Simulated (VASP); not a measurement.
CdTe:

```
Cd Te
1.0
     0.00000    3.20500    3.20500
     3.20500    0.00000    3.20500
     3.20500    3.20500    0.00000
Cd Te
1 1
Direct
  0.00000 0.00000 0.00000
  0.25000 0.25000 0.25000
```

| Item | Value |
| --- | --- |
| Program | VASP 6.6.1 |
| Task | relaxation of cell and atoms |
| Functional | PBE |
| Potentials or basis | VASP PAW PBE potentials, release 64 (Cd, Te) |
| Cutoff | 520 eV |
| k mesh | 8 × 8 × 8 |
| Occupations | gaussian, width 0.02 eV |
| Spin | no spin polarisation |

At the start: pressure 4.4 GPa; volume 32.92 Å³/atom.

Question: How do energy, volume and symmetry change on relaxing?

Answer: Over 3 steps the energy falls by 42.6 meV/atom and the volume is 36.31 Å³/atom (+10.3 %); space group F-43m (No. 216, to 0.05 Å).

Step by step:
| step | energy change (eV) | largest force (eV/Å) | pressure (GPa) | volume (Å³) |
| --- | --- | --- | --- | --- |
| 1 | 0.0000 | 0.0000 | 4.39 | 65.84 |
| 2 | -0.0784 | 0.0000 | -0.97 | 74.83 |
| 3 | -0.0852 | 0.0000 | 0.00 | 72.62 |

Final structure:
```cif
data_structure
_symmetry_space_group_name_H-M 'P 1'
_symmetry_Int_Tables_number 1
_cell_length_a 4.6831
_cell_length_b 4.6831
_cell_length_c 4.6831
_cell_angle_alpha 60.000
_cell_angle_beta 60.000
_cell_angle_gamma 60.000
_cell_volume 72.62
loop_
_atom_site_label
_atom_site_type_symbol
_atom_site_fract_x
_atom_site_fract_y
_atom_site_fract_z
_atom_site_occupancy
Cd1 Cd 0.00000 0.00000 0.00000 1
Te1 Te 0.25000 0.25000 0.25000 1
```

Caveat: the volume moved by +10 % from the deposited cell, more than functionals usually miss.
